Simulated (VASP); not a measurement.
Method: PBEsol GGA, VASP's PBE PAW potentials (set 64) (plane waves; VASP).

The input files of a VASP run:

### POSCAR
```
Cu(111) slab
1
    2.5227565885     0.0000000000     0.0000000000
   -1.2613787884     2.1847712170     0.0000000000
    0.0000000000     0.0000000000    25.1234221429
Cu
5
Direct
  0.6666670000   0.3333330000   0.3377907474
  0.3333330000   0.6666670000   0.4187959221
  0.0000000000   0.0000000000   0.5000000000
  0.6666670000   0.3333330000   0.5812040779
  0.3333330000   0.6666670000   0.6622092526
```

**KPOINTS**
```
K-points
0
G
12 12 1
0 0 0
```

### INCAR
```
SYSTEM = Cu(111) slab
PREC = Normal; ENCUT = 400; LREAL = F
LASPH = T
EDIFF = 1E-6; NELM = 100; NELMIN = 4
ALGO = Normal; LMAXMIX = 4
ISMEAR = 1; SIGMA = 0.1
GGA = PS
LWAVE = F; LCHARG = F; LORBIT = 11
LVHAR = T
DIPOL = 0.5 0.5 0.5
LDIPOL = T; IDIPOL = 3
```

POTCAR, in this order: Cu (PBE.64 set). Program: vasp_std. Read from the step before: WAVECAR.

The run wrote:

### OSZICAR
```
       N       E                     dE             d eps       ncg     rms          rms(c)
DAV:   1    -0.204202606415E+02   -0.20420E+02   -0.14146E-04  1613   0.465E-01    0.299E-02
DAV:   2    -0.204202802157E+02   -0.19574E-04   -0.55887E-04  1533   0.112E+00    0.436E-02
DAV:   3    -0.204202393627E+02    0.40853E-04   -0.23037E-04  1580   0.753E-01    0.564E-03
DAV:   4    -0.204202395835E+02   -0.22079E-06   -0.10803E-05  1778   0.110E-01    0.257E-03
DAV:   5    -0.204202395473E+02    0.36148E-07   -0.10703E-06   848   0.349E-02
   1 F= -.20420240E+02 E0= -.20419831E+02  d E =-.122427E-02
```

OUTCAR:
```
------------------------ aborting loop because EDIFF is reached ----------------------------------------
  FORCE on cell =-STRESS in cart. coord.  units (eV):
  Direction    XX          YY          ZZ          XY          YZ          ZX
  --------------------------------------------------------------------------------------
  Total       -1.2090310     -1.2090309     -0.2543769      0.0000003      0.0000000      0.0000000
  in kB      -13.9890400    -13.9890390     -2.9432564      0.0000032      0.0000000      0.0000000
  external PRESSURE =     -10.3071118 kB  Pullay stress =       0.0000000 kB
  volume of cell :      138.47
      direct lattice vectors                 reciprocal lattice vectors
     2.522756589  0.000000000  0.000000000     0.396391790  0.228857004  0.000000000
    -1.261378788  2.184771217  0.000000000     0.000000000  0.457713829  0.000000000
     0.000000000  0.000000000 25.123422143     0.000000000  0.000000000  0.039803495
 POSITION                                       TOTAL-FORCE (eV/Angst)
 -----------------------------------------------------------------------------------
      1.26138      0.72826      8.48646        -0.000000      0.000000     -0.016791
     -0.00000      1.45651     10.52159         0.000000     -0.000000      0.008642
      0.00000      0.00000     12.56171         0.000000      0.000000      0.000000
      1.26138      0.72826     14.60184        -0.000000      0.000000     -0.008642
     -0.00000      1.45651     16.63696         0.000000      0.000000      0.016791
 -----------------------------------------------------------------------------------
    total drift:                                0.000000      0.000000      0.000000
  FREE ENERGIE OF THE ION-ELECTRON SYSTEM (eV)
  ---------------------------------------------------
  free  energy   TOTEN  =       -20.4202395473 eV

  energy  without entropy=      -20.4190152754  energy(sigma->0) =      -20.41983146

 total charge

# of ion       s       p       d       tot
------------------------------------------
    1        0.469   0.323   9.178   9.970
    2        0.462   0.416   9.178  10.057
    3        0.468   0.429   9.166  10.063
    4        0.462   0.416   9.178  10.057
    5        0.469   0.323   9.178   9.970
--------------------------------------------------
tot          2.331   1.908  45.878  50.117
```
(Selected blocks of OUTCAR.)

The cell is a thin slab with vacuum, built from Cu (fcc): (111) face.
